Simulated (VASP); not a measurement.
Consider the following.

```
Li2PbGeS4
1.0
   -3.28525     3.28525     3.95430
    3.28525    -3.28525     3.95430
    3.28525     3.28525    -3.95430
Li Ge Pb S
2 1 1 4
Direct
  0.75000   0.25000   0.50000
  0.25000   0.75000   0.50000
  0.50000   0.50000   0.00000
  0.00000   0.00000   0.00000
  0.46580   0.85982   0.00000
  0.14018   0.14018   0.60598
  0.85982   0.46580   0.00000
  0.53420   0.53420   0.39402
```

Method: PBEsol GGA, VASP's PBE PAW potentials (set 64) (plane waves; VASP 6.6.1). Settings: 400 eV cut-off, 5×5×5 Γ-centred mesh, Gaussian smearing of 0.010 eV, potentials Li_sv Ge_d Pb_d S.

At this cut-off the stress carries a Pulay error, which pulls relaxed volumes low. Energy and stress use the plane-wave basis of the starting cell.

### Question
The ions, cell shape and volume are relaxed. What does this cell relax into?

### Answer

```
Li2PbGeS4
1.0
   -3.24159     3.24159     3.81742
    3.24159    -3.24159     3.81742
    3.24159     3.24159    -3.81742
Li Ge Pb S
2 1 1 4
Direct
  0.75000   0.25000   0.50000
  0.25000   0.75000   0.50000
  0.50000   0.50000   0.00000
  0.00000   0.00000   0.00000
  0.46694   0.86423   0.00000
  0.13577   0.13577   0.60271
  0.86423   0.46694   0.00000
  0.53306   0.53306   0.39729
```
Space group I-42m (121), at a tolerance of 0.03 Å.

### Question
How do energy and volume change from the first to the last step?

### Answer
The energy (σ→0) changes by -11.5 meV/atom and the volume by -6.0 %, in 13 ionic steps.

| step | E(σ→0) (eV) | max force (eV/Å) | pressure (GPa) | volume (Å³) |
|---|---|---|---|---|
| 1 | -37.0657 | 0.104 | -2.87 | 170.71 |
| 2 | -37.1336 | 0.386 | 0.63 | 161.45 |
| 3 | -37.1374 | 0.288 | -0.10 | 163.12 |
| 4 | -37.1501 | 0.146 | -0.05 | 161.97 |
| 5 | -37.1553 | 0.024 | 0.04 | 160.55 |
| 6 | -37.1553 | 0.016 | 0.03 | 160.61 |
| 7 | -37.1566 | 0.017 | 0.00 | 160.63 |
| 8 | -37.1573 | 0.026 | -0.05 | 160.65 |
| 9 | -37.1574 | 0.030 | -0.07 | 160.66 |
| 10 | -37.1576 | 0.027 | 0.07 | 160.34 |
| 11 | -37.1576 | 0.027 | 0.08 | 160.34 |
| 12 | -37.1578 | 0.018 | 0.05 | 160.38 |
| 13 | -37.1579 | 0.003 | 0.00 | 160.45 |

The structure comes from a computed database's Li2GePbS4 entry; how it stands against other phases isn't given here. This run relaxes it. Symmetry was kept, so distortions that lower it aren't found. The run is one of a series of settings (EDIFFG = -0.01, IBRION = 2, ISIF = 3, NSW = 50 against the base run), some of them coarse on purpose.
